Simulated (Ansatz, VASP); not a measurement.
# SiO2 in two plane-wave programs, part 2 of 2

Aim: how closely do two programs agree when they are given the same cell, functional and k mesh? The cell is taken from a series of runs on this material, whose earlier steps may have relaxed, scaled, displaced or heated it; both programs get it as it stands.

VASP 6.6.1 and Ansatz 0.2.0.

So far: The structure; Ansatz: relaxation of cell and atoms, PBE with D3(BJ); VASP: relaxation of cell and atoms, PBE with D3(BJ); Differences.

### 5. VASP: zone-centre phonons, PBE with D3(BJ)

Level of this step: PBE with D3(BJ); plane waves and PAW (Si, O) (VASP).

Second derivatives magnify differences that forces hide, and they need a tight electronic threshold.

INCAR

```
SYSTEM = SiO2
PREC = Accurate
ENCUT = 600
EDIFF = 1E-08
NELM = 120
ISMEAR = 0
SIGMA = 0.01
LREAL = .FALSE.
ALGO = Normal
GGA = PE
IVDW = 12
NBANDS = 33
LORBIT = 11
LWAVE = .FALSE.
LCHARG = .FALSE.
ISIF = 2
IBRION = 6
NFREE = 2
POTIM = 0.015
NSW = 1
LASPH = .TRUE.
GGA_COMPAT = .FALSE.
EFERMI = MIDGAP
KPAR = 2
```

POSCAR

```
SiO2
1.0
    4.9169804475      0.0000000000      0.0000000000
   -2.4584902238      4.2582299775      0.0000000000
    0.0000000000      0.0000000000      5.4229975422
Si O
3 6
Direct
    0.4662786716      0.0000000000      0.6666666667
    0.0000000000      0.4662786716      0.3333333333
    0.5337213284      0.5337213284      0.0000000000
    0.4102244323      0.2736692531      0.7800290118
    0.7263307469      0.1365551791      0.4466956785
    0.8634448209      0.5897755677      0.1133623452
    0.2736692531      0.4102244323      0.2199709882
    0.1365551791      0.7263307469      0.5533043215
    0.5897755677      0.8634448209      0.8866376548
```

KPOINTS

```
Automatic mesh
0
Gamma
6 6 4
0 0 0
```

Potentials, in the order of the species: Si and O (PBE family, release 64).

The run is started by

```
> mpirun -np 2 vasp_std
```

Numbers of over 12 decimals in the logs are rounded to 6 here.

What it wrote:

```text
[... set-up lines as in an earlier step ...]
 entering main loop
       N       E                     dE             d eps       ncg     rms          rms(c)
DAV:   1     0.303104382797E+03    0.30310E+03   -0.27353E+04  1584   0.151E+03
DAV:   2    -0.603932297706E+02   -0.36350E+03   -0.35158E+03  2042   0.324E+02
DAV:   3    -0.801166761847E+02   -0.19723E+02   -0.19638E+02  1983   0.795E+01
DAV:   4    -0.803409403946E+02   -0.22426E+00   -0.22399E+00  1992   0.941E+00
[...]
DAV:  13    -0.711116272776E+02   -0.15328E-05   -0.10307E-05  1943   0.178E-02    0.384E-03
DAV:  14    -0.711116279115E+02   -0.63392E-06   -0.61370E-07  1936   0.445E-03    0.777E-04
DAV:  15    -0.711116279118E+02   -0.31287E-09   -0.32505E-08  1688   0.980E-04
   1 F= -.72394539E+02 E0= -.72394539E+02  d E =0.000000E+00
[... from here on, the cycles between the ionic steps are left out ...]
   2 F= -.72389656E+02 E0= -.72389656E+02  d E =0.000000E+00
   3 F= -.72390108E+02 E0= -.72390108E+02  d E =0.000000E+00
   5 F= -.72389551E+02 E0= -.72389551E+02  d E =0.000000E+00
   6 F= -.72389327E+02 E0= -.72389327E+02  d E =0.000000E+00
   7 F= -.72389327E+02 E0= -.72389327E+02  d E =0.000000E+00
   8 F= -.72392992E+02 E0= -.72392992E+02  d E =0.000000E+00
   9 F= -.72392792E+02 E0= -.72392792E+02  d E =0.000000E+00
  10 F= -.72390975E+02 E0= -.72390975E+02  d E =0.000000E+00
  11 F= -.72390812E+02 E0= -.72390812E+02  d E =0.000000E+00
  12 F= -.72391834E+02 E0= -.72391834E+02  d E =0.000000E+00
  13 F= -.72391756E+02 E0= -.72391756E+02  d E =0.000000E+00
 Finite differences progress:
  Degree of freedom:   6/  6
  Displacement:        2/  2
  Total:              12/ 12
```

From OUTCAR (step 5):

```text
 Edisp (eV)   -1.28286

  FREE ENERGIE OF THE ION-ELECTRON SYSTEM (eV)
  ---------------------------------------------------
  free  energy   TOTEN  =       -72.3917558572 eV

  energy  without entropy=      -72.3917558572  energy(sigma->0) =      -72.39175586

[... 1 part as in an earlier step ...]

[... 1 further part left out ...]
[key lines of the parts left out:]
E-fermi :   3.9919
```

The last energy, forces, stress and levels in OUTCAR belong to the last displaced cell, not to the cell of POSCAR.

Levels, forces or a CONTCAR printed for this step are those of its last displaced cell, not of the structure at rest.

### 6. Ansatz: zone-centre phonons, PBE with D3(BJ)

The same cell, functional and mesh now go to Ansatz, which takes its cutoff from its data sets.

The cell is taken from a series of runs on this material, whose earlier steps may have relaxed, scaled, displaced or heated it; both programs get it as it stands.

input.yaml

```yaml
crystal:
  lattice:
    - [4.9169804475, 0.0, 0.0]
    - [-2.4584902238, 4.2582299775, 0.0]
    - [0.0, 0.0, 5.4229975422]
  atoms:
    - { symbol: Si, position: [0.4662786716, 0.0, 0.6666666667] }
    - { symbol: Si, position: [0.0, 0.4662786716, 0.3333333333] }
    - { symbol: Si, position: [0.5337213284, 0.5337213284, 0.0] }
    - { symbol: O, position: [0.4102244323, 0.2736692531, 0.7800290118] }
    - { symbol: O, position: [0.7263307469, 0.1365551791, 0.4466956785] }
    - { symbol: O, position: [0.8634448209, 0.5897755677, 0.1133623452] }
    - { symbol: O, position: [0.2736692531, 0.4102244323, 0.2199709882] }
    - { symbol: O, position: [0.1365551791, 0.7263307469, 0.5533043215] }
    - { symbol: O, position: [0.5897755677, 0.8634448209, 0.8866376548] }
kpoints:
  mp_grid: { grid: [6, 6, 4] }
hamiltonian:
  xc: pbe
  dispersion: d3bj
scf:
  occupations: { method: fixed }
output:
  eigenvalues: true
phonons:
  method: dfpt
  dielectric: true
  rigid_motions: translations
```

The run is started by

```
> ansatz run input.yaml --threads 8 --pin off --max-ram 15360MiB --backend cpu --events-out ev --progress --plain --runs-dir out
```

What it wrote:

```text
[...]
Crystal: 9 atoms, lattice volume = 113.545 Å³
Basis set: ecut = 420 eV, 2209 PW (Γ), exchange–correlation on 72×72×96 points (8 copies of the dense FFT grid, shifted against one another)
Bands: 33, of which v1, the nominal top of the filled ones, is band 24 counted from 1 (23 counted from 0)
Symmetry: 6 space group operations
k-points: 76 of 144 (irreducible under 1 space group operation, time reversal used)
[...]
ω (cm⁻¹)  modes    IR ((D/Å)²/amu)
[...]
optical modes at Γ + LO–TO along q̂ = [0.0000, 1.0000, 0.0000]:
      ω (cm⁻¹)  modes    IR ((D/Å)²/amu)
[...]
optical modes at Γ + LO–TO along q̂ = [0.0000, 0.0000, 1.0000]:
      ω (cm⁻¹)  modes    IR ((D/Å)²/amu)
[...]
1028.17      2            82.4392
       1046.82      1             0.0000
       1120.10      2             1.3853
       1200.04      1            53.0124
[key lines of the parts left out:]
SCF converged after 8 iterations
Free energy (F): -5323.462032 eV
Fermi energy:    2.518829 eV
```

### 7. Differences

What differs besides the data sets and the points named for the pairs above, as far as they apply: Ansatz takes the dispersion share of the force constants at frozen C6 weights, VASP differentiates the full forces; VASP uses finite displacements, Ansatz perturbation theory. Total energies have different zeros and are not compared.

The two programs side by side:

```csv
quantity,Ansatz,VASP,difference
optical mode 1 to 2 (cm⁻¹),127.9,127.5,+0.33 %
optical mode 3 (cm⁻¹),218.4,218.2,+0.10 %
optical mode 4 to 5 (cm⁻¹),256.0,256.4,-0.16 %
optical mode 6 (cm⁻¹),336.4,336.9,-0.16 %
optical mode 7 (cm⁻¹),338.5,339.9,-0.41 %
optical mode 8 to 9 (cm⁻¹),373.9,374.4,-0.12 %
optical mode 10 to 11 (cm⁻¹),429.8,431.3,-0.35 %
optical mode 12 (cm⁻¹),450.2,450.3,-0.01 %
optical mode 13 (cm⁻¹),477.7,478.6,-0.19 %
optical mode 14 to 15 (cm⁻¹),676.3,677.5,-0.17 %
optical mode 16 (cm⁻¹),751.1,753.4,-0.30 %
optical mode 17 to 18 (cm⁻¹),775.6,775.6,+0.01 %
optical mode 19 to 20 (cm⁻¹),1028.2,1038.7,-1.02 %
optical mode 21 (cm⁻¹),1038.1,1048.7,-1.02 %
optical mode 22 (cm⁻¹),1046.8,1057.3,-1.00 %
optical mode 23 to 24 (cm⁻¹),1120.1,1125.5,-0.48 %
```

Modes are paired by rising frequency, not by their patterns, so a pair may set unlike modes beside each other; they are those without the splitting of longitudinal modes.

### 8. Results

| Property | Result |
| --- | --- |
| difference in volume (relaxation of cell and atoms, PBE with D3(BJ)) | 0.079 % |
| r.m.s. difference of the optical zone-centre modes, each program's sorted by frequency (zone-centre phonons, PBE with D3(BJ)) | 4.7 cm⁻¹ |
| difference in optical mode 19 to 20 (zone-centre phonons, PBE with D3(BJ)) | -1.0 % |

The difference in volume is 0.079 % (relaxation of cell and atoms, PBE with D3(BJ)), within the 1.2 % picked in this series as the mark of a large difference, as far as the stopping tolerances let one tell. Among the rows given in per cent, the largest difference of the zone-centre phonons, PBE with D3(BJ) pair is in optical mode 19 to 20, -1.0 %. Such differences can come from data sets, numerical settings and the points named under the comparisons, not from the functional's error against experiment.

[Lines on the potential files, build, host, timing and source positions are cut from VASP's logs without a mark.]

[Logs are printed without paths, hosts, clocks, repeated set-up lines and the standing remarks that a program may print on its own settings, such as how far it seeks lower states.]

[Hosts, paths, dates, database ids (printed as entryN), source tags and the programs' standing remarks are cut or masked in the printed files.]
